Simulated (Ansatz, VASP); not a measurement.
# CdPb (CdPb in the L11 ordering) in two plane-wave programs, part 2 of 2

Wanted: the spread between two codes on one cell, functional and k mesh. The cell is generated by rule, not measured, and may not be a known phase. The cell is taken from a series of runs on this material, whose earlier steps may have relaxed, scaled, displaced or heated it; both programs get it as it stands.

VASP 6.6.1 and Ansatz 0.2.0.

So far: The starting structure; VASP: relaxation of cell and atoms, PBE, pair 1; Ansatz: relaxation of cell and atoms, PBE, pair 1; Comparison.

### 5. Ansatz: relaxation of cell and atoms, PBE, pair 2

Level of this step: Ansatz beside VASP: Kohn-Sham DFT, plane waves, PBE (Ansatz).

The relaxed volume is the usual yardstick between codes: in a stiff, nearly cubic crystal its relative difference is about their pressure difference at one cell divided by the bulk modulus.

The cell is taken from a series of runs on this material, whose earlier steps may have relaxed, scaled, displaced or heated it; both programs get it as it stands.

input.yaml

```yaml
crystal:
  lattice:
    - [4.6433611424, 2.1125965148, 2.1125965148]
    - [2.1125965148, 4.6433611424, 2.1125965148]
    - [2.1125965148, 2.1125965148, 4.6433611424]
  atoms:
    - { symbol: Cd, position: [0.0, 0.0, 0.0] }
    - { symbol: Pb, position: [0.5, 0.5, 0.5] }
kpoints:
  mp_grid: { grid: [9, 9, 9] }
hamiltonian:
  xc: pbe
scf:
  occupations: { method: gaussian, width: 0.1 }
output:
  forces: true
  stress: true
  eigenvalues: true
relax:
  adjacent_minimum: "off"
  f_tol: 0.005
  max_steps: 80
  cell: { stress_tol: 0.05 }
```

Started as:

```sh
$ ansatz run input.yaml --threads 4 --pin off --max-ram 8192MiB --backend cpu --events-out ev --progress --plain --runs-dir out
```

Numbers of over 12 decimals in the logs are rounded to 6 here.

The log of the run:

```text
[...]
Crystal: 2 atoms, lattice volume = 56.801 Å³
Basis set: ecut = 420 eV, 1079 PW (Γ), FFT grids on a1−a3, a2−a3, a3, exchange–correlation on 48×48×80 points (8 copies of the dense FFT grid, shifted against one another)
Bands: 21, of which v1, the nominal top of the filled ones, is band 17 counted from 1 (16 counted from 0)
Symmetry: 12 space group operations
[...]
k-point 84: bands = [... 13 lower, 2.4275, 2.4672, 4.9273, 14.5356, 16.1309, 16.3260, 16.9600, 18.5300]
--- Relaxed structure (5 steps of the walk, 4 accepted, 1 SCFs on fresh bases) ---
[...]
cell:  # Å, volume = 56.9796 Å³
    - [4.618655, 2.067266, 2.067266]
    - [2.067266, 4.618655, 2.067266]
    - [2.067266, 2.067266, 4.618655]
  atoms:
    - { symbol: Cd, position: [0, 0, 0] }
    - { symbol: Pb, position: [0.500000, 0.500000, 0.5] }
[key lines of the parts left out:]
SCF converged after 4 iterations
Free energy (F): -20160.753457 eV
Fermi energy:    10.901620 eV
P = ⅓ Tr σ = 0.0045 GPa (0.045 kbar)
```

### 6. VASP: relaxation of cell and atoms, PBE, pair 2

The same cell, functional, mesh and smearing now go to VASP, with its own data sets.

INCAR

```
SYSTEM = CdPb
PREC = Accurate
ENCUT = 500
EDIFF = 1E-07
NELM = 120
ISMEAR = 0
SIGMA = 0.1
LREAL = .FALSE.
ALGO = Normal
GGA = PE
NBANDS = 19
LORBIT = 11
LWAVE = .FALSE.
LCHARG = .FALSE.
ISIF = 3
IBRION = 2
NSW = 80
EDIFFG = -0.005
LASPH = .TRUE.
GGA_COMPAT = .FALSE.
NELMIN = 4
KPAR = 2
```

POSCAR

```
CdPb
1.0
    4.6433610000      2.1125970000      2.1125970000
    2.1125970000      4.6433610000      2.1125970000
    2.1125970000      2.1125970000      4.6433610000
Cd Pb
1 1
Direct
    0.0000000000      0.0000000000      0.0000000000
    0.4999999436      0.4999999436      0.4999999436
```

KPOINTS

```
Automatic mesh
0
Gamma
9 9 9
0 0 0
```

The projector-augmented-wave data sets are Cd and Pb_d (PBE family, release 64).

Started as:

```sh
$ mpirun -np 2 vasp_std
```

The log of the run:

```text
[... set-up lines as in an earlier step ...]
 entering main loop
       N       E                     dE             d eps       ncg     rms          rms(c)
DAV:   1     0.229943053712E+03    0.22994E+03   -0.13574E+04  3246   0.150E+03
DAV:   2     0.699856795245E+01   -0.22294E+03   -0.21711E+03  3257   0.384E+02
DAV:   3    -0.409610116158E+01   -0.11095E+02   -0.11015E+02  3985   0.998E+01
DAV:   4    -0.431163445600E+01   -0.21553E+00   -0.21546E+00  3689   0.142E+01
[...]
DAV:  11    -0.419784350212E+01   -0.17553E-05   -0.14359E-05  3848   0.264E-02    0.781E-03
DAV:  12    -0.419784431255E+01   -0.81043E-06   -0.21278E-06  3408   0.113E-02    0.129E-03
DAV:  13    -0.419784436711E+01   -0.54561E-07   -0.18378E-07  2955   0.302E-03
   1 F= -.41978444E+01 E0= -.41959065E+01  d E =-.419784E+01
[...]
2 F= -.41982436E+01 E0= -.41962687E+01  d E =-.399253E-03
[...]
3 F= -.41985908E+01 E0= -.41965050E+01  d E =-.746393E-03
[...]
4 F= -.41986507E+01 E0= -.41965213E+01  d E =-.806343E-03
[...]
5 F= -.41988814E+01 E0= -.41966790E+01  d E =-.230664E-03
 trial-energy change:   -0.000231  1 .order   -0.000231   -0.000423   -0.000039
 step:   1.4931(harm=  1.4931)  dis= 0.00000  next Energy=    -4.198884 (dE=-0.233E-03)
 reached required accuracy - stopping structural energy minimisation
```

OUTCAR, selected parts (step 6):

```text
  Total        0.0004090      0.0004090      0.0004090     -0.0039648     -0.0039648     -0.0039648
  in kB        0.0114899      0.0114899      0.0114899     -0.1113805     -0.1113805     -0.1113805
  external PRESSURE =       0.0114899 kB  Pullay stress =       0.0000000 kB

 POSITION                                       TOTAL-FORCE (eV/Angst)
 -----------------------------------------------------------------------------------
      0.00000      0.00000      0.00000         0.000000     -0.000000      0.000000
      4.38925      4.38925      4.38925        -0.000000      0.000000     -0.000000
 -----------------------------------------------------------------------------------
    total drift:                                0.000364      0.000364      0.000364

  FREE ENERGIE OF THE ION-ELECTRON SYSTEM (eV)
  ---------------------------------------------------
  free  energy   TOTEN  =        -4.1988813745 eV

  energy  without entropy=       -4.1944765402  energy(sigma->0) =       -4.19667896

[... 2 parts as in an earlier step ...]

[... 2 further parts left out ...]
[key lines of the parts left out:]
E-fermi :   4.4902
```

### 7. Differences

What differs besides the data sets and the points named for the pairs above, as far as they apply: the data sets hold 34 valence electrons in Ansatz (on its default PAW (the set named soft_2) files) and 26 in VASP. Total energies have different zeros and are not compared.

Compared:

| quantity | Ansatz | VASP | difference |
| --- | --- | --- | --- |
| volume (Å³) | 56.98 | 57.03 | -0.09 % |
| edge a after relaxation, in the typed setting (Å) | 5.466 | 5.479 | -0.23 % |

### 8. Outcome

| Quantity | Value |
| --- | --- |
| difference in edge a after relaxation, in the typed setting (relaxation of cell and atoms, PBE, pair 1) | -0.13 % |
| difference in edge a after relaxation, in the typed setting (relaxation of cell and atoms, PBE, pair 2) | -0.23 % |

The difference in edge a after relaxation, in the typed setting is -0.23 % (relaxation of cell and atoms, PBE, pair 2), within the 1.2 % picked in this series as the mark of a large difference, as far as the stopping tolerances let one tell. The data sets hold unlike numbers of valence electrons (34 in Ansatz and 26 in VASP), so part of the differences comes from the potentials. Such differences can come from data sets, numerical settings and the points named under the comparisons, not from the functional's error against experiment.

[Lines on the potential files, build, host, timing and source positions are cut from VASP's logs without a mark.]

[Logs are printed without paths, hosts, clocks, repeated set-up lines and the standing remarks that a program may print on its own settings, such as how far it seeks lower states.]

[Hosts, paths, dates, database ids (printed as entryN), source tags and the programs' standing remarks are cut or masked in the printed files.]
